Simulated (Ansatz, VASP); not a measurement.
**Te2Mo in two plane-wave programs**

One calculation is typed for both programs; each brings its own data sets. How far apart do they land? The structure shown is the end of the Ansatz relaxation below.

Method: plane waves, with VASP 6.6.1 beside it; single point at PBE with D3(BJ), in Ansatz 0.2.0.

## 1. Starting point

It takes space group P6_3/mmc (No. 194, hexagonal). The conventional cell has a = 3.515 Å, b = 3.515 Å, c = 13.912 Å, α = 90.00°, β = 90.00°, γ = 120.00°. Nearest to Te lie 3 Mo at 2.72 Å. Nearest to Mo lie 6 Te at 2.72 Å. Farther neighbours and most contacts between anions are not listed.

## 2. Ansatz: relaxation, PBE with D3(BJ)

Ansatz runs on its PAW soft_1 files.

This run makes the geometry at which the two programs are then compared.

The input, input.yaml:

```yaml
crystal:
  lattice:
    - [3.4966187384, 0.0, 0.0]
    - [-1.7483093692, 3.0281606548, 0.0]
    - [0.0, 0.0, 13.7008532749]
  atoms:
    - { symbol: Te, position: [0.3333333333, 0.6666666667, 0.6173830094] }
    - { symbol: Te, position: [0.6666666667, 0.3333333333, 0.1173830094] }
    - { symbol: Te, position: [0.3333333333, 0.6666666667, 0.8826169906] }
    - { symbol: Te, position: [0.6666666667, 0.3333333333, 0.3826169906] }
    - { symbol: Mo, position: [0.3333333333, 0.6666666667, 0.25] }
    - { symbol: Mo, position: [0.6666666667, 0.3333333333, 0.75] }
kpoints:
  mp_grid: { grid: [9, 9, 2] }
scf:
  occupations: { method: fermi_dirac, width: 0.02 }
hamiltonian:
  xc: pbe
  pseudopotentials: { kind: paw, azcp: { folder: soft_1 } }
  dispersion: d3bj
basis:
  ecutwfc: 600
output:
  forces: true
  stress: true
  write_density: true
  write_potential: true
  elf: true
  volumetric_format: npy
relax:
  f_tol: 0.005
  max_steps: 70
  cell: { stress_tol: 0.02, p_target: -1 }
```

Started as:

```sh
$ ansatz run input.yaml --threads 4 --pin off --max-ram 10240MiB --backend cpu --events-out ev --progress --plain --runs-dir out
```

Numbers of over 12 decimals in the logs are rounded to 6 here.

What it wrote:

```text
Engine: ansatz 0.2.0, aarch64-unknown-linux-gnu
Pseudopotentials: kind: paw
Pseudopotential: Te, paw, valence charge 16, recommended cutoff 420 eV (normal), soft_1/Te.paw.azcp
Pseudopotential: Mo, paw, valence charge 14, recommended cutoff 420 eV (normal), soft_1/Mo.paw.azcp
Functional definition: PBE
  parameter kappa = 0.804
  parameter beta = 0.066725
  exchange = pbe_x(kappa = kappa, mu = beta*pi^2/3)
  correlation = pbe_c(beta = beta)
Crystal: 6 atoms, lattice volume = 145.069 Å³
Basis set: ecut = 600 eV, 4741 PW (Γ), exchange–correlation on 60×60×240 points (8 copies of the dense FFT grid, shifted against one another)
Bands: 56, of which v1, the nominal top of the filled ones, is band 46 counted from 1 (45 counted from 0)
Symmetry: 24 space group operations
Space group: P63/mmc (ITA 194), of the structure as read, at distance tolerance 5.3e-5 Å
k-points: 24 of 162
Non-local potential: Te, projectors of the file, l = 0: 2, l = 1: 2, l = 2: 2, l = 3: 1
Non-local potential: Mo, projectors of the file, l = 0: 3, l = 1: 2, l = 2: 2, l = 3: 1
PAW form: soft (Blöchl's): semilocal exchange-correlation on the pseudo side does not see the compensation charge
PAW one-centre angular grid: Te, 590 points (default); XC on 64 Gauss nodes
PAW one-centre angular grid: Mo, 590 points (default); XC on 64 Gauss nodes
Initial density: superposition of atomic densities (chi_scale 0.1, normalization cell, long waves kept (reshape's long-wave potential 0.01 eV rms))
Initial wavefunctions: pseudopotential atomic-orbital guess
Functional: x = pbe(κ = 0.804, μ = 0.219515), c = pbe(β = 0.066725)
SCF iter   1: F=—  HF=-37838.513936 eV  |F-HF|=—  |Δ(HF+E_count)|=         —  Δρ=5.50e-2  dr2=6.26e0  ethr=3.10e-3  ⟨swp⟩=7.5  Hψ=5352  notcnv=0
preconditioner: auto → Resta (q_TF=auto, 2.529 Å⁻¹)  ε∞=6.5  [insulator: Δε(μ)=0.654 eV  Ē_g=7.885 eV  σ=0.020 eV  W_gap=1.00  n_scr=52 (ndim 8)  ℏωp=18.5 eV  f_vac=0.002  D(μ)=0.00/eV (n_scr^D=0)  ε∞_Penn≈6.5]
SCF iter   2: F=—  HF=-37837.452478 eV  |F-HF|=—  |Δ(HF+E_count)|=    1.06e0  Δρ=2.94e-2  dr2=1.69e0  ethr=3.10e-3  ⟨swp⟩=2.0  Hψ=1924  notcnv=0  defer=61
SCF iter   3: F=—  HF=-37837.096856 eV  |F-HF|=—  |Δ(HF+E_count)|=   3.56e-1  Δρ=4.19e-3  dr2=2.54e-2  ethr=1.83e-3  ⟨swp⟩=2.4  Hψ=1829  notcnv=0  defer=61
SCF iter   4: F=—  HF=-37837.098123 eV  |F-HF|=—  |Δ(HF+E_count)|=   1.27e-3  Δρ=1.31e-3  dr2=4.01e-3  ethr=2.77e-5  ⟨swp⟩=2.3  Hψ=2209  notcnv=0  defer=61
SCF iter   5: F=—  HF=-37837.098004 eV  |F-HF|=—  |Δ(HF+E_count)|=   1.19e-4  Δρ=3.73e-4  dr2=3.68e-4  ethr=4.36e-6  ⟨swp⟩=2.0  Hψ=1961  notcnv=0  defer=61
SCF iter   6: F=—  HF=-37837.098086 eV  |F-HF|=—  |Δ(HF+E_count)|=   8.18e-5  Δρ=1.53e-4  dr2=6.04e-5  ethr=4.00e-7  ⟨swp⟩=2.0  Hψ=1578  notcnv=0  defer=61
SCF iter   7: F=—  HF=-37837.097867 eV  |F-HF|=—  |Δ(HF+E_count)|=   2.19e-4  Δρ=2.52e-5  dr2=1.18e-6  ethr=6.56e-8  ⟨swp⟩=2.0  Hψ=1642  notcnv=0  defer=61
SCF iter   8: F=-37837.097868 eV  HF=-37837.097868 eV  |F-HF|=3.23e-8  |Δ(HF+E_count)|=   1.25e-6  Δρ=7.58e-6  dr2=9.60e-8  ethr=1.09e-10  ⟨swp⟩=9.4  Hψ=8900  notcnv=0
SCF 1 converged in 8 iterations: F = -37837.097868 eV  dr2 = 9.60e-8
  greatest PAW one-centre occupation: 0.999 electrons in one spin orbital (limit 2), on the Mo atom at site 5 (counted from 0), in its partial waves of l = 0
relax step   1: F+E_penalty+E_count = -37837.09786810 eV  Δ(F+E_penalty+E_count) = +0.000e0 eV  max|allowed force component| = 1.545e-4 eV/Å  Δτ_max = 0.0000 Å  P = +0.001 GPa  Ω = 145.069 Å³  (8 SCF iters, dr2 threshold 1.00e-7 eV, accepted)
[...]
relax step   3: F+E_penalty+E_count = -37837.08020599 eV  Δ(F+E_penalty+E_count) = +1.766e-2 eV  max|allowed force component| = 6.762e-2 eV/Å  Δτ_max = 0.0274 Å  P = -1.512 GPa  Ω = 149.434 Å³  energy of the carried Pulay correction = -1.238e-4 eV  (12 SCF iters, accepted)
[...]
relax step   4: F+E_penalty+E_count = -37837.08540377 eV  Δ(F+E_penalty+E_count) = -5.198e-3 eV  max|allowed force component| = 6.178e-4 eV/Å  Δτ_max = 0.0026 Å  P = -1.008 GPa  Ω = 148.824 Å³  energy of the carried Pulay correction = -1.082e-4 eV  (5 SCF iters, dr2 threshold 6.00e-7 eV, accepted)
[...]
relax step   5: F+E_penalty+E_count = -37837.08550984 eV  Δ(F+E_penalty+E_count) = -1.061e-4 eV  max|allowed force component| = 5.926e-4 eV/Å  Δτ_max = 0.0000 Å  P = -1.008 GPa  Ω = 148.824 Å³  stress off target by 8.43e-3 GPa  SCF on the basis re-selected at this cell (its energy is not comparable with the rows above)  (6 SCF iters)
basis re-selected at this cell: Δ(F+E_penalty+E_count) = -1.061e-4 eV, ΔP = -0.000 GPa vs the last step (what re-selecting the basis moved, of the pressure what is left beyond the Pulay correction that the steps carried, after the strain that the cell walked since its last selection, with what the two solves' SCF thresholds leave and, on support functions, any second-order correction that the steps lacked; it is no m [...]
SCF converged after 6 iterations
Free energy (F): -37837.085510 eV
Harris-Foulkes:  -37837.085510 eV  (|F-HF|=7.28e-12)
Internal energy: -37837.085510 eV  (E = F + TS)
E sigma→0 (E₀):  -37837.085510 eV
Fermi energy:    12.936063 eV
--- Per-component energies (eV) ---
  E_band       = -1134.944277
  E_kinetic    = 1536.412670
  E_local      = -8686.593525  (includes V_loc(G=0)·N_el)
  E_nonlocal   = 564.903715
  E_hartree    = 4103.294141
  E_xc         = -842.678430
  E_vxc        = -847.892236  (∫ρ·V_xc dr)
  E_paw        = -25112.052387  (= ΣΔE_a)
  E_vpaw       = -1908.363111  (= ΣTr[D̂ρ^β])
  E_aug_tail   = 0.000055  (compensation charges beyond the density's cutoff)
  E_ewald      = -9397.130961
  E_disp       = -3.240787  (pairwise vdW)
  E_smearing   = -0.000000  (= −TS)
  E_closure    = -0.000000  (closes the sum)
  Σ components = -37837.085510   (vs F -37837.085510, Δ=0.00e0)
--- Forces (eV/Å), atoms counted from 1 ---
  atom   1  Te    -0.00000000    -0.00000000     0.00059262
  atom   2  Te    -0.00000000     0.00000000     0.00059262
  atom   3  Te    -0.00000000    -0.00000000    -0.00059262
  atom   4  Te    -0.00000000     0.00000000    -0.00059262
  atom   5  Mo    -0.00000000     0.00000000     0.00000000
  atom   6  Mo    -0.00000000     0.00000000     0.00000000
  max |Σ_I F_I| component: 6.01e-17 eV/Å
--- Stress (GPa, compression-positive) ---
       -1.008039       0.000000       0.000000
        0.000000      -1.008039       0.000000
        0.000000       0.000000      -1.008432
  P = ⅓ Tr σ = -1.0082 GPa (-10.082 kbar)
--- Band table (eV; the first three rows and the last of 24) ---
  k-point 0: bands = [... 42 lower, 11.5975, 11.5975, 12.2928, 12.5748, 15.4681, 15.4681, 15.6170, 15.6170, ... 6 higher]
  k-point 1: bands = [... 42 lower, 11.5779, 11.5779, 12.5033, 12.5033, 15.5064, 15.5064, 15.5064, 15.5064, ... 6 higher]
  k-point 2: bands = [... 42 lower, 11.5287, 11.5433, 12.3845, 12.4862, 14.9656, 14.9684, 15.0105, 15.0927, ... 6 higher]
  k-point 23: bands = [... 42 lower, 10.5560, 10.5560, 12.3675, 12.3675, 13.5858, 13.5858, 14.1618, 14.1618, ... 6 higher]
--- Relaxed structure (4 steps of the walk, 3 accepted, 1 SCFs on fresh bases) ---
  F+E_penalty+E_count = -37837.08550984 eV   max|allowed force component| = 5.926e-4 eV/Å   (the final SCF, on the basis selected at the relaxed cell)
  cell:  # Å, volume = 148.8237 Å³
    - [3.514649, 0.0, 0.0]
    - [-1.757324, 3.043775, 0.0]
    - [0.0, 0.0, 13.911613]
  atoms:
    - { symbol: Te, position: [0.333333, 0.666667, 0.619571] }
    - { symbol: Te, position: [0.666667, 0.333333, 0.119571] }
    - { symbol: Te, position: [0.333333, 0.666667, 0.880429] }
    - { symbol: Te, position: [0.666667, 0.333333, 0.380429] }
    - { symbol: Mo, position: [0.333333, 0.666667, 0.25] }
    - { symbol: Mo, position: [0.666667, 0.333333, 0.750000] }
```

## 3. VASP: single point, PBE with D3(BJ), pair 1

The same cell, functional, mesh and smearing now go to VASP, with its own data sets.

Lines of VASP's logs that name or quote its potential files are left out, and so is its time.

The input, INCAR:

```
SYSTEM = Te2Mo
PREC = Accurate
ENCUT = 500
EDIFF = 1E-06
NELM = 120
ISMEAR = -1
SIGMA = 0.02
LREAL = .FALSE.
ALGO = Normal
GGA = PE
IVDW = 12
NBANDS = 32
LASPH = .TRUE.
LORBIT = 11
LWAVE = .FALSE.
LCHARG = .FALSE.
ISIF = 2
GGA_COMPAT = .FALSE.
EFERMI = MIDGAP
KPAR = 2
```

The input, POSCAR:

```
Te2Mo
1.0
    3.5146489200      0.0000000000      0.0000000000
   -1.7573244600      3.0437752501      0.0000000000
    0.0000000000      0.0000000000     13.9116125587
Te Mo
4 2
Direct
    0.3333333333      0.6666666667      0.6195711820
    0.6666666667      0.3333333333      0.1195711820
    0.3333333333      0.6666666667      0.8804288180
    0.6666666667      0.3333333333      0.3804288180
    0.3333333333      0.6666666667      0.2500000000
    0.6666666667      0.3333333333      0.7500000000
```

The input, KPOINTS:

```
Automatic mesh
0
Gamma
9 9 2
0 0 0
```

PAW data sets: Te and Mo_sv (PBE family, release 64).

Started as:

```sh
$ mpirun -np 2 vasp_std
```

What it wrote:

```text
[banner, memory and clock lines left out]
running    2 mpi-ranks, on    1 nodes
 distrk:  each k-point on    1 cores,    2 groups
 distr:  one band on    1 cores,    1 groups

 POSCAR found type information on POSCAR TeMo
 POSCAR found :  2 types and       6 ions
 LDA part: xc-table for (Slater+PW92), standard interpolation
 POSCAR, INCAR and KPOINTS ok, starting setup
 FFT: planning ... GRIDC
 FFT: planning ... GRID_SOFT
 FFT: planning ... GRID
 WAVECAR not read
 entering main loop
       N       E                     dE             d eps       ncg     rms          rms(c)
DAV:   1     0.387740026986E+03    0.38774E+03   -0.26815E+04  1792   0.141E+03
DAV:   2    -0.145251920350E+02   -0.40227E+03   -0.39324E+03  1904   0.334E+02
DAV:   3    -0.366858763778E+02   -0.22161E+02   -0.21892E+02  1968   0.659E+01
DAV:   4    -0.372321976579E+02   -0.54632E+00   -0.54491E+00  1856   0.105E+01
DAV:   5    -0.372482647120E+02   -0.16067E-01   -0.16060E-01  2072   0.178E+00    0.216E+01
DAV:   6    -0.364772103028E+02    0.77105E+00   -0.81844E+00  1736   0.144E+01    0.894E+00
DAV:   7    -0.364183718832E+02    0.58838E-01   -0.78493E+00  1688   0.116E+01    0.631E+00
DAV:   8    -0.359817141719E+02    0.43666E+00   -0.16266E+00  1816   0.598E+00    0.306E+00
DAV:   9    -0.359840805123E+02   -0.23663E-02   -0.24695E-01  2008   0.225E+00    0.121E+00
DAV:  10    -0.359774520489E+02    0.66285E-02   -0.44656E-02  1832   0.111E+00    0.339E-01
DAV:  11    -0.359777834564E+02   -0.33141E-03   -0.23554E-03  1888   0.252E-01    0.214E-01
DAV:  12    -0.359776855947E+02    0.97862E-04   -0.26275E-04  1816   0.813E-02    0.149E-01
DAV:  13    -0.359776555123E+02    0.30082E-04   -0.12076E-04  1888   0.578E-02    0.614E-02
DAV:  14    -0.359776564840E+02   -0.97164E-06   -0.78672E-06  1728   0.113E-02
   1 F= -.39217536E+02 E0= -.39217536E+02  d E =-.211488E-09
```

OUTCAR, selected parts (step 3):

```text
ion  position               nearest neighbor table
   1  0.333  0.667  0.620-   6 2.72   6 2.72   6 2.72   3 3.63
   2  0.667  0.333  0.120-   5 2.72   5 2.72   5 2.72   4 3.63
   3  0.333  0.667  0.880-   6 2.72   6 2.72   6 2.72   1 3.63
   4  0.667  0.333  0.380-   5 2.72   5 2.72   5 2.72   2 3.63
   5  0.333  0.667  0.250-   2 2.72   4 2.72   2 2.72   4 2.72   2 2.72   4 2.72
   6  0.667  0.333  0.750-   1 2.72   3 2.72   1 2.72   3 2.72   1 2.72   3 2.72

  LATTYP: Found a hexagonal cell.
 ALAT       =     3.5146489200
 C/A-ratio  =     3.9581798568

 Subroutine GETGRP returns: Found 24 space group operations
 (whereof 12 operations were pure point group operations)

The static configuration has the point symmetry D_3d.
 The point group associated with its full space group is D_6h.

 Found     24 irreducible k-points:

   k-points           NKPTS =     24   k-points in BZ     NKDIM =     24   number of bands    NBANDS=     32

   dimension x,y,z NGX =    28 NGY =   28 NGZ =  108
   dimension x,y,z NGXF=    56 NGYF=   56 NGZF=  216

   ENCUT  =  500.0 eV  36.75 Ry    6.06 a.u.   6.41  6.41 25.36*2*pi/ulx,y,z

   NELECT =      52.0000    total number of electrons

 k-points in reciprocal lattice and weights: Automatic mesh
   0.00000000  0.00000000  0.00000000       0.006
   0.11111111  0.00000000  0.00000000       0.037
   0.22222222  0.00000000  0.00000000       0.037
   0.33333333 -0.00000000  0.00000000       0.037
   0.44444444  0.00000000  0.00000000       0.037
   0.11111111  0.11111111  0.00000000       0.037
   0.22222222  0.11111111  0.00000000       0.074
   0.33333333  0.11111111  0.00000000       0.074
   0.44444444  0.11111111  0.00000000       0.037
[...]
0.33333333  0.22222222  0.50000000       0.074
   0.33333333  0.33333333  0.50000000       0.012

 average (electrostatic) potential at core
       1 -86.0932       2 -86.0932       3 -86.0932       4 -86.0932       5 -73.3314
       6 -73.3314

 E-fermi :   8.5999

 k-point     1 :       0.0000    0.0000    0.0000
  band No.  band energies     occupation
    ...
     22       7.2154      2.00000
     23       7.2546      2.00000
     24       7.2546      2.00000
     25       7.9643      2.00000
     26       8.2437      2.00000
     27      11.1343      0.00000
     28      11.1343      0.00000
     29      11.2817      0.00000
     30      11.2817      0.00000
     31      11.3437      0.00000
    ...

 k-point     2 :       0.1111    0.0000    0.0000
  band No.  band energies     occupation
    ...
     22       7.0391      2.00000
     23       7.1887      2.00000
     24       7.2044      2.00000
     25       8.0533      2.00000
     26       8.1611      2.00000
     27      10.6278      0.00000
     28      10.6366      0.00000
     29      10.6750      0.00000
     30      10.7597      0.00000
     31      10.9529      0.00000
    ...

 k-point     3 :       0.2222    0.0000    0.0000
  band No.  band energies     occupation
    ...
     22       6.9420      2.00000
     23       7.0120      2.00000
     24       7.1952      2.00000
     25       7.4680      2.00000
     26       7.5955      2.00000
     27       9.5577      0.00000
     28      10.0724      0.00000
     29      10.1544      0.00000
     30      10.2483      0.00000
     31      10.6062      0.00000
    ...

 Edisp (eV)   -3.23988

  Total      -0.97655    -0.97655    -0.89426     0.00000     0.00000     0.00000
  in kB     -10.51316   -10.51316    -9.62728     0.00000     0.00000     0.00000
  external pressure =      -10.22 kB  Pullay stress =        0.00 kB

  energy-cutoff  :      500.00
  volume of cell :      148.82
      direct lattice vectors                 reciprocal lattice vectors
     3.514648920  0.000000000  0.000000000     0.284523440  0.164269684  0.000000000
    -1.757324460  3.043775250  0.000000000     0.000000000  0.328539369  0.000000000
     0.000000000  0.000000000 13.911612559     0.000000000  0.000000000  0.071882393

 POSITION                                       TOTAL-FORCE (eV/Angst)
 -----------------------------------------------------------------------------------
     -0.00000      2.02918      8.61923        -0.000000      0.000000     -0.016254
      1.75732      1.01459      1.66343        -0.000000     -0.000000     -0.016254
     -0.00000      2.02918     12.24818        -0.000000      0.000000      0.016254
      1.75732      1.01459      5.29238        -0.000000     -0.000000      0.016254
     -0.00000      2.02918      3.47790         0.000000     -0.000000      0.000000
      1.75732      1.01459     10.43371        -0.000000      0.000000      0.000000
 -----------------------------------------------------------------------------------
    total drift:                               -0.000000      0.000000     -0.000000

  FREE ENERGIE OF THE ION-ELECTRON SYSTEM (eV)
  ---------------------------------------------------
  free  energy   TOTEN  =       -39.2175358709 eV

  energy  without entropy=      -39.2175358707  energy(sigma->0) =      -39.21753587

 total charge
# of ion       s       p       d       tot
------------------------------------------
    1        1.387   1.975   0.064   3.425
    2        1.387   1.975   0.064   3.425
    3        1.387   1.975   0.064   3.425
    4        1.387   1.975   0.064   3.425
    5        2.254   6.145   3.982  12.381
    6        2.254   6.145   3.982  12.381
--------------------------------------------------
tot         10.053  20.188   8.221  38.462

[... 3 further parts left out ...]
```

This run has no spin polarisation, so a moment on Mo, if there is one, isn't seen.

## 4. Side by side

Known differences besides the potentials themselves: the data sets hold 92 valence electrons in Ansatz (on its PAW soft_1 files) and 52 in VASP; the cutoff is 600 eV in Ansatz and 500 eV in VASP; Ansatz's pressure holds a Pulay correction, VASP's none. Total energies have different zeros and are not compared.

The two programs side by side:

```csv
quantity,Ansatz,VASP,difference
pressure (GPa),-1.01,-1.02,+0.01
gap on the k mesh (eV),0.753,0.747,+0.006
```

At this near-relaxed geometry the largest component of a force difference is 17 meV/Å. A gap on the mesh is an upper bound, since the band edges may lie between its points.

(Part 1 of 2 ends here.)

[Lines on the potential files, build, host, timing and source positions are cut from VASP's logs without a mark.]

[Logs are printed without paths, hosts, clocks, repeated set-up lines and the standing remarks that a program may print on its own settings, such as how far it seeks lower states.]

[Hosts, paths, dates, database ids (printed as entryN), source tags and the programs' standing remarks are cut or masked in the printed files.]
